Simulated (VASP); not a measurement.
Given:

```
ZrC
1.0
    0.00000     2.33600     2.33600
    2.33600     0.00000     2.33600
    2.33600     2.33600     0.00000
Zr C
1 1
Cartesian
  0.00000   0.00000   0.00000
  2.33600   2.33600   2.33600
```

These are PBEsol GGA with spin-orbit coupling, VASP's PBE PAW potentials (set 64) (plane waves; VASP 6.6.1) values and carry that method's errors. Settings: 520 eV cut-off, 12×12×12 Γ-centred mesh, Gaussian smearing of 0.050 eV, potentials Zr_sv C.

Problem. Predict the energy per atom (σ→0), band gap (over mesh and band path) with the smallest direct gap where there is one.

Solution. 
```
Item                                                                   Value
----------------------------------  ----------------------------------------
band gap (over mesh and band path)  none (metal, semimetal or under 0.01 eV)
energy per atom (σ→0)                                        -10.321 eV/atom
```

The compound is ZrC in the rock salt structure. It was relaxed first.
